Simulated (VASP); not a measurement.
Given:

```
CELL_PARAMETERS angstrom
      2.09389     1.20891     6.89503
     -2.09389     1.20891     6.89503
      0.00000    -2.41781     6.89503
ATOMIC_POSITIONS crystal
  Ga 0.11695 0.11695 0.11695
  Ga 0.63219 0.63219 0.63219
  Bi 0.50118 0.50118 0.50118
  As 0.99967 0.99967 0.99967
```

Method: LDA (Ceperley-Alder, Perdew-Zunger), VASP's LDA PAW potentials (set 64) (plane waves; VASP). Settings: 400 eV cut-off, 10×10×10 Γ-centred mesh, tetrahedra with Blöchl corrections, potentials Ga_d Bi_d As.

The cores are frozen, which limits the accuracy of field gradients.

Problem. Give the principal components of the electric field gradient (V/Å²) and the asymmetry η at each nucleus.

Solution. 
```csv
atom,Vxx,Vyy,Vzz,η
Ga1,4.2,4.2,-8.3,0.00
Ga2,-2.8,-2.8,5.5,0.00
Bi3,-51.5,-51.5,103.1,0.00
As4,21.4,21.4,-42.7,0.00
```

The structure comes from a computed database's Ga2BiAs entry (R3m); how it stands against other phases isn't given here. It was relaxed first, which changed the volume by -9 %.
